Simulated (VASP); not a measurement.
# AgB (Pm-3m) in VASP: further runs

One crystal, AgB, is run at these levels: PBE, LDA; tasks: single point, relaxation of cell and atoms.

All numbers are computed with VASP 6.6.1; they aren't measurements. Logs are shortened: lines on timing, memory, paths and dates and some standing lists are left out, and cuts for length are marked.

### 1 The structure

The structure is cubic, space group Pm-3m (No. 221). Conventional cell: a = 2.909 Å, b = 2.909 Å, c = 2.909 Å, α = 90.00°, β = 90.00°, γ = 90.00°. Ag (site symmetry m-3m) has 8 B at 2.52 Å as nearest neighbours. B (site symmetry m-3m) has 8 Ag at 2.52 Å as nearest neighbours.

The cell was built by a generator and needn't be a form met in nature.

### 2 Single point, PBE

Input file INCAR:

```
ALGO = Normal
EDIFF = 1E-6
ENCUT = 520
GGA = PE
ISIF = 2
ISMEAR = -1
LASPH = True
LCHARG = True
LELF = True
LREAL = False
LVHAR = True
LWAVE = False
NBANDS = 14
NELM = 80
PREC = Accurate
SIGMA = 0.1
```

Input file KPOINTS:

```
k-points
0
Gamma
  6 6 6
```

Input file POSCAR:

```
AgB
1.0
    2.9089287913      0.0000000000      0.0000000000
    0.0000000000      2.9089287913      0.0000000000
    0.0000000000      0.0000000000      2.9089287913
Ag B
1 1
Direct
    0.0000000000      0.0000000000      0.0000000000
    0.5000000000      0.5000000000      0.5000000000
```

Potentials or basis: VASP PAW PBE potentials, release 64 (Ag, B).

Started as:

```
$ cat potpaw_PBE.64/Ag/POTCAR potpaw_PBE.64/B/POTCAR > POTCAR
$ mpirun -np 1 vasp_std > vasp.out
```

OUTCAR:

```text
EDIFF = 1E-6
   ENCUT = 520
   GGA = PE
   ISIF = 2
   ISMEAR = -1
   LASPH = True
   LREAL = False
   NELM = 80
   PREC = Accurate

 ion  position               nearest neighbor table
   1  0.000  0.000  0.000-   2 2.52   2 2.52   2 2.52   2 2.52   2 2.52   2 2.52   2 2.52   2 2.52

   2  0.500  0.500  0.500-   1 2.52   1 2.52   1 2.52   1 2.52   1 2.52   1 2.52   1 2.52   1 2.52

  LATTYP: Found a simple cubic cell.
 ALAT       =     2.9089287913

  Lattice vectors:

 A1 = (   2.9089287913,   0.0000000000,   0.0000000000)
 A2 = (   0.0000000000,   2.9089287913,   0.0000000000)
 A3 = (   0.0000000000,   0.0000000000,   2.9089287913)

Analysis of symmetry for initial positions (statically):
=====================================================================
 Subroutine PRICEL returns:
 Original cell was already a primitive cell.

 Routine SETGRP: Setting up the symmetry group for a
 simple cubic supercell.

 Subroutine GETGRP returns: Found 48 space group operations
 (whereof 48 operations were pure point group operations)
 out of a pool of 48 trial point group operations.

The static configuration has the point symmetry O_h .

Analysis of symmetry for dynamics (positions and initial velocities):
=====================================================================
 Subroutine PRICEL returns:
 Original cell was already a primitive cell.

 Routine SETGRP: Setting up the symmetry group for a
 simple cubic supercell.

 Subroutine GETGRP returns: Found 48 space group operations
 (whereof 48 operations were pure point group operations)
 out of a pool of 48 trial point group operations.

The dynamic configuration has the point symmetry O_h .

 Subroutine INISYM returns: Found 48 space group operations
 (whereof 48 operations are pure point group operations),
 and found     1 'primitive' translations

----------------------------------------------------------------------------------------

                                     Primitive cell

  volume of cell :      24.6150

  direct lattice vectors                    reciprocal lattice vectors
     2.908928791  0.000000000  0.000000000     0.343769158  0.000000000  0.000000000
     0.000000000  2.908928791  0.000000000     0.000000000  0.343769158  0.000000000
     0.000000000  0.000000000  2.908928791     0.000000000  0.000000000  0.343769158

  length of vectors
     2.908928791  2.908928791  2.908928791     0.343769158  0.343769158  0.343769158

  position of ions in fractional coordinates (direct lattice)
     0.000000000  0.000000000  0.000000000
     0.500000000  0.500000000  0.500000000

  ion indices of the primitive-cell ions
   primitive index   ion index
                 1           1
                 2           2

----------------------------------------------------------------------------------------

 KPOINTS: k-points

Automatic generation of k-mesh.
 Grid dimensions read from file:
 generate k-points for:    6    6    6

 Generating k-lattice:

  Cartesian coordinates                     Fractional coordinates (reciprocal lattice)
     0.057294860  0.000000000  0.000000000     0.166666667  0.000000000  0.000000000
     0.000000000  0.057294860  0.000000000     0.000000000  0.166666667  0.000000000
     0.000000000  0.000000000  0.057294860     0.000000000  0.000000000  0.166666667

  Length of vectors
     0.057294860  0.057294860  0.057294860

  Shift w.r.t. Gamma in fractional coordinates (k-lattice)
     0.000000000  0.000000000  0.000000000

 Subroutine IBZKPT returns following result:
 ===========================================

 Found     20 irreducible k-points:

 Following reciprocal coordinates:
            Coordinates               Weight
  0.000000  0.000000  0.000000      1.000000
  0.166667  0.000000  0.000000      6.000000
  0.333333  0.000000  0.000000      6.000000
  0.500000  0.000000  0.000000      3.000000
  0.166667  0.166667  0.000000     12.000000
  0.333333  0.166667  0.000000     24.000000
[... 12 lines left out ...]
  0.500000  0.500000  0.333333      6.000000
  0.500000  0.500000  0.500000      1.000000
   k-points           NKPTS =     20   k-points in BZ     NKDIM =     20   number of bands    NBANDS=     14
   number of dos      NEDOS =    301   number of ions     NIONS =      2
   total plane-waves  NPLWV =  13824
   dimension x,y,z NGX =    24 NGY =   24 NGZ =   24
   dimension x,y,z NGXF=    48 NGYF=   48 NGZF=   48
   ions per type =               1   1
   NGX,Y,Z   is equivalent  to a cutoff of  13.72, 13.72, 13.72 a.u.
   NGXF,Y,Z  is equivalent  to a cutoff of  27.43, 27.43, 27.43 a.u.
 SYSTEM =  unknown system
   PREC   = accura    normal or accurate (medium, high low for compatibility)
   ISTART =      0    job   : 0-new  1-cont  2-samecut
   ICHARG =      2    charge: 1-file 2-atom 10-const
   ISPIN  =      1    spin polarized calculation?
   LNONCOLLINEAR =      F non collinear calculations
   LSORBIT =      F    spin-orbit coupling
   LASPH  =      T    aspherical Exc in radial PAW
   ENCUT  =  520.0 eV  38.22 Ry    6.18 a.u.   5.41  5.41  5.41*2*pi/ulx,y,z
   NELM   =     80;   NELMIN=  2; NELMDL= -5     # of ELM steps
   EDIFF  = 0.1E-05   stopping-criterion for ELM
   LREAL  =      F    real-space projection
   EDIFFG = 0.1E-04   stopping-criterion for IOM
   NSW    =      0    number of steps for IOM
   IBRION =     -1    ionic relax: 0-MD 1-quasi-New 2-CG
   NFREE  =      0    steps in history (QN), initial steepest desc. (CG)
   ISIF   =      2    stress and relaxation
   ISYM   =      2    0-nonsym 1-usesym 2-fastsym
   POTIM  = 0.5000    time-step for ionic-motion
   TEBEG  =    0.0;   TEEND  =   0.0 temperature during run
   PSTRESS=    0.0 pullay stress
   NELECT =      14.0000    total number of electrons
   NUPDOWN=      -1.0000    fix difference up-down
   EMIN   =  10.00;   EMAX   =-10.00  energy-range for DOS
   EFERMI =   0.00;   METHOD = LEGACY
   ISMEAR =    -1;   SIGMA  =   0.10  broadening in eV -4-tet -1-fermi 0-gaus
   EFERMI_NEDOS =   21; number of points for ismear=-14 and -15
   IALGO  =     38    algorithm
   IMIX   =      4    mixing-type and parameters
     AMIX     =   0.40;   BMIX     =  1.00
     AMIX_MAG =   1.60;   BMIX_MAG =  1.00
  volume/ion in A,a.u.               =      12.31        83.05
  Fermi-wavevector in a.u.,A,eV,Ry     =   1.356390  2.563204 25.031896  1.839792
  Thomas-Fermi vector in A             =   2.483397
   LORBIT       =      0    0 simple, 1 ext, 2 COOP (PROOUT), +10 PAW based schemes
   GGA     = PE    functional components
   LHFCALC =     F    Hartree Fock is set to
   AEXX    =    0.0000 exact exchange contribution
   IVDW    =     0    specifies the selected vdW correction
   LEPSILON=     F    determine dielectric tensor
   LRPA    =     F    only Hartree local field effects (RPA)
 non-spin polarized calculation
  energy-cutoff  :      520.00
  volume of cell :       24.61
 maximum number of plane-waves:       691
 NGX is ok and might be reduce to    24
   NGX = 11   NGY = 11   NGZ = 11

 number of electron      14.0000001 magnetization

 Free energy of the ion-electron system (eV)
  ---------------------------------------------------
  ext. energy  EPLUGINS =         0.00000000
  ---------------------------------------------------
  free energy    TOTEN  =        -6.65714234 eV

  energy without entropy =       -6.61759543  energy(sigma->0) =       -6.63736889

 E-fermi :   8.7356     XC(G=0): -12.2612

 val. band max:        8.6455392532   @ k =   0.5000   0.3333   0.3333
 cond. band min:       8.7759110041   @ k =   0.3333   0.3333   0.1667
 fundamental gap:      0.1303717509
 Fermi energy:         8.7356280642

 k-point     1 :       0.0000    0.0000    0.0000
  band No.  band energies     occupation
      1      -2.9829      2.00000
      2       1.8337      2.00000
      3       1.8337      2.00000
      4       3.9911      2.00000
      5       3.9911      2.00000
      6       3.9911      2.00000
      7      10.4400      0.00000
      8      10.4400      0.00000
      9      10.4400      0.00000
     10      16.7609      0.00000
     11      20.7216      0.00000
     12      20.7216      0.00000
     13      27.8819      0.00000
     14      27.8819      0.00000

 k-point     2 :       0.1667    0.0000    0.0000
  band No.  band energies     occupation
      1      -2.5101      2.00000
      2       1.9083      2.00000
      3       1.9977      2.00000
      4       3.6681      2.00000
      5       3.6681      2.00000
      6       4.0140      2.00000
      7       8.8100      0.64425
      8      11.0943      0.00000
      9      11.0943      0.00000
     10      17.3920      0.00000
     11      20.3988      0.00000
     12      21.7548      0.00000
     13      25.9589      0.00000
     14      25.9589      0.00000

 k-point     3 :       0.3333    0.0000    0.0000
  band No.  band energies     occupation
      1      -1.1923      2.00000
      2       1.9546      2.00000
      3       2.0623      2.00000
      4       3.1248      2.00000
      5       3.1248      2.00000
      6       4.0601      2.00000
      7       6.5612      2.00000
      8      12.4908      0.00000
      9      12.4908      0.00000
     10      18.1086      0.00000
     11      19.7295      0.00000
     12      21.2394      0.00000
     13      22.8713      0.00000
     14      22.8713      0.00000
[... 256 lines left out ...]
 k-point    19 :       0.5000    0.5000    0.3333
  band No.  band energies     occupation
      1       0.6653      2.00000
      2       1.4048      2.00000
      3       1.4048      2.00000
      4       4.0838      2.00000
      5       4.7579      2.00000
      6       6.5367      2.00000
      7       8.8668      0.42439
      8       8.8668      0.42439
      9      11.2508      0.00000
     10      12.3808      0.00000
     11      15.5093      0.00000
     12      15.5093      0.00000
     13      20.7830      0.00000
     14      30.2597      0.00000

 k-point    20 :       0.5000    0.5000    0.5000
  band No.  band energies     occupation
      1       1.0618      2.00000
      2       1.0618      2.00000
      3       1.0618      2.00000
      4       4.7692      2.00000
      5       4.7692      2.00000
      6       5.8733      2.00000
      7      11.0263      0.00000
      8      11.0263      0.00000
      9      11.0263      0.00000
     10      12.9195      0.00000
     11      12.9195      0.00000
     12      12.9195      0.00000
     13      18.4776      0.00000
     14      32.6974      0.00000

------------------------ aborting loop because EDIFF is reached ----------------------------------------

  FORCE on cell =-STRESS in cart. coord.  units (eV):
  Direction    XX          YY          ZZ          XY          YZ          ZX
  --------------------------------------------------------------------------------------
  -------------------------------------------------------------------------------------
  Total       -0.0103500     -0.0103500     -0.0103500     -0.0000000      0.0000000      0.0000000
  in kB       -0.6736754     -0.6736754     -0.6736754     -0.0000000      0.0000000      0.0000000
  external PRESSURE =      -0.6736754 kB  Pullay stress =       0.0000000 kB

 VOLUME and BASIS-vectors are now :
 -----------------------------------------------------------------------------
  energy-cutoff  :      520.00
  volume of cell :       24.61
      direct lattice vectors                 reciprocal lattice vectors
     2.908928791  0.000000000  0.000000000     0.343769158  0.000000000  0.000000000
     0.000000000  2.908928791  0.000000000     0.000000000  0.343769158  0.000000000
     0.000000000  0.000000000  2.908928791     0.000000000  0.000000000  0.343769158

 POSITION                                       TOTAL-FORCE (eV/Angst)
 -----------------------------------------------------------------------------------
      0.00000      0.00000      0.00000         0.000000      0.000000      0.000000
      1.45446      1.45446      1.45446         0.000000      0.000000      0.000000
 -----------------------------------------------------------------------------------
    total drift:                                0.000000      0.000000      0.000000

  FREE ENERGIE OF THE ION-ELECTRON SYSTEM (eV)
  ---------------------------------------------------
  free  energy   TOTEN  =        -6.6571423397 eV

  energy  without entropy=       -6.6175954322  energy(sigma->0) =       -6.63736889
```

Run time: 6.6 s. Hardware: 1 thread of AMD EPYC 7R13 (Zen 3), shared host; peak memory 0.11 GiB.

What came out:

```yaml
Free_energy: -6.6571 eV
Pressure: -0.1 GPa
Band_gap_on_the_k_mesh: none (metal or under the smearing width)
```

Levels at points of the mesh, in eV from the Fermi level:
```csv
k point,band 3,band 4,band 5,band 6,band 7,band 8,band 9,band 10,band 11,band 12
"(0.00, 0.00, 0.00)",-6.90,-4.74,-4.74,-4.74,1.70,1.70,1.70,8.03,11.99,11.99
"(0.50, 0.00, 0.00)",-6.59,-5.85,-5.85,-4.65,-2.89,4.59,4.59,10.24,10.65,10.90
"(0.50, 0.50, 0.00)",-5.40,-5.40,-4.01,-3.73,-3.73,-0.71,2.96,3.80,12.49,12.49
"(0.50, 0.50, 0.50)",-7.67,-3.97,-3.97,-2.86,2.29,2.29,2.29,4.18,4.18,4.18
```

### 3 Relaxation of cell and atoms, PBE

This run uses another cell than the first one, of 12.71 Å³/atom, 1.032 times its volume.

Input file INCAR:

```
SYSTEM = AgB
  ALGO = Fast
  EDIFF = 1E-6
  EDIFFG = -0.01
  ENCUT = 600
  GGA = PE
  IBRION = 2
  ISIF = 3
  ISMEAR = -1
  LASPH = .True.
  LCHARG = .False.
  LREAL = .False.
  LWAVE = .False.
  NELM = 60
  NSW = 60
  PREC = Accurate
  SIGMA = 0.1
```

Input file KPOINTS:

```
k-points
0
Gamma
  6 6 6
  0 0 0
```

Input file POSCAR:

```
AgB
1.0
    2.9400160000      0.0000000000      0.0000000000
    0.0000000000      2.9400160000      0.0000000000
    0.0000000000      0.0000000000      2.9400160000
Ag B
1 1
Direct
    0.0000000000      0.0000000000      0.0000000000
    0.5000000000      0.5000000000      0.5000000000
```

Potentials or basis: VASP PAW PBE potentials, release 64 (Ag, B).

Started as:

```
$ cat potpaw_PBE.64/Ag/POTCAR potpaw_PBE.64/B/POTCAR > POTCAR
$ mpirun -np 1 vasp_std > vasp.out
```

OUTCAR:

```text
SYSTEM = AgB
   EDIFF = 1E-6
   EDIFFG = -0.01
   ENCUT = 600
   GGA = PE
   IBRION = 2
   ISIF = 3
   ISMEAR = -1
   LASPH = .True.
   LREAL = .False.
   NELM = 60
   NSW = 60
   PREC = Accurate

 ion  position               nearest neighbor table
   1  0.000  0.000  0.000-   2 2.55   2 2.55   2 2.55   2 2.55   2 2.55   2 2.55   2 2.55   2 2.55

   2  0.500  0.500  0.500-   1 2.55   1 2.55   1 2.55   1 2.55   1 2.55   1 2.55   1 2.55   1 2.55

  LATTYP: Found a simple cubic cell.
 ALAT       =     2.9400160000

  Lattice vectors:

 A1 = (   2.9400160000,   0.0000000000,   0.0000000000)
 A2 = (   0.0000000000,   2.9400160000,   0.0000000000)
 A3 = (   0.0000000000,   0.0000000000,   2.9400160000)

Analysis of symmetry for initial positions (statically):
=====================================================================
 Subroutine PRICEL returns:
 Original cell was already a primitive cell.
[... 177 lines left out ...]
  in kB      -36.5021848    -36.5021848    -36.5021848      0.0000000     -0.0000000      0.0000000
  external PRESSURE =     -36.5021848 kB  Pullay stress =       0.0000000 kB
[... 59 lines left out ...]
--------------------------------------- Ionic step        3  -------------------------------------------

 number of electron      14.0000000 magnetization

 Free energy of the ion-electron system (eV)
  ---------------------------------------------------
  ext. energy  EPLUGINS =         0.00000000
  ---------------------------------------------------
  free energy    TOTEN  =        -6.65776430 eV

  energy without entropy =       -6.61827814  energy(sigma->0) =       -6.63802122

 E-fermi :   8.7471     XC(G=0): -12.2654

 val. band max:        8.6552290685   @ k =   0.5000   0.3333   0.3333
 cond. band min:       8.7885924837   @ k =   0.3333   0.3333   0.1667
 fundamental gap:      0.1333634152
 Fermi energy:         8.7471101745

 k-point     1 :       0.0000    0.0000    0.0000
  band No.  band energies     occupation
      1      -2.9794      2.00000
      2       1.8396      2.00000
      3       1.8396      2.00000
      4       4.0001      2.00000
      5       4.0001      2.00000
      6       4.0001      2.00000
      7      10.4497      0.00000
      8      10.4497      0.00000
      9      10.4497      0.00000
     10      16.7817      0.00000
     11      20.7363      0.00000
[... 293 lines left out ...]
  FREE ENERGIE OF THE ION-ELECTRON SYSTEM (eV)
  ---------------------------------------------------
  free  energy   TOTEN  =        -6.6577642953 eV

  energy  without entropy=       -6.6182781436  energy(sigma->0) =       -6.63802122

 reached required accuracy - stopping structural energy minimisation
```

CONTCAR:

```text
AgB
   1.00000000000000
     2.9081462758434666   -0.0000000000000000    0.0000000000000000
     0.0000000000000000    2.9081462758434666   -0.0000000000000000
    -0.0000000000000000   -0.0000000000000000    2.9081462758434666
  Ag              B
     1     1
Direct
     0.0000000000000000    0.0000000000000000    0.0000000000000000
     0.5000000000000000    0.5000000000000000    0.5000000000000000

  0.00000000E+00  0.00000000E+00  0.00000000E+00
  0.00000000E+00  0.00000000E+00  0.00000000E+00
```

Wall time 15 s (1 thread of AMD EPYC 7R13 (Zen 3), shared host); peak memory 0.11 GiB.

What came out:

```
Free energy                            : -6.6578 eV
Relaxed volume                         : 12.30 Å³/atom
Relaxed cell                           : a = 2.908 Å, b = 2.908 Å, c = 2.908 Å, α = 90.00°, β = 90.00°, γ = 90.00°
Space group after relaxing (to 0.05 Å) : Pm-3m (No. 221)
Energy gained by relaxing              : 4.7 meV/atom
Ionic steps                            : 3
Pressure after relaxing                : 0.0 GPa
Band gap on the k mesh                 : none (metal or under the smearing width)
```

The path:
| step | energy change (eV) | largest force (eV/Å) | pressure (GPa) | volume (Å³) |
| --- | --- | --- | --- | --- |
| 1 | 0.0000 | 0.0000 | -3.65 | 25.41 |
| 2 | -0.0087 | 0.0000 | 1.13 | 24.36 |
| 3 | -0.0094 | 0.0000 | -0.02 | 24.60 |

Final structure:
```xyz
2
Lattice="2.9081 0.0000 0.0000 0.0000 2.9081 0.0000 0.0000 0.0000 2.9081" Properties=species:S:1:pos:R:3 pbc="T T T"
Ag    0.0000    0.0000    0.0000
B     1.4541    1.4541    1.4541
```

(Part 1 of 3 ends here.)
